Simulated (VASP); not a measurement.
Here is the system:

```
CELL_PARAMETERS angstrom
      2.07576    -3.59532     0.00000
      2.07576     3.59532     0.00000
      0.00000     0.00000     6.74918
ATOMIC_POSITIONS crystal
  Cd 0.66667 0.33333 0.50007
  Cd 0.33333 0.66667 0.00007
  S  0.66667 0.33333 0.87693
  S  0.33333 0.66667 0.37693
```

Calculation: PBE GGA with D4 dispersion, VASP's PBE PAW potentials (set 64) (plane waves; VASP). Run with 520 eV cut-off, 7×7×4 Γ-centred mesh, tetrahedra with Blöchl corrections, potentials Cd S.

Q: Predict the energy per atom (σ→0).

A: 
```json
{
  "energy per atom (σ→0)": "-3.377 eV/atom"
}
```

Only differences to runs with the same potentials and settings are physical.

The compound is CdS in the wurtzite structure. It was relaxed first.
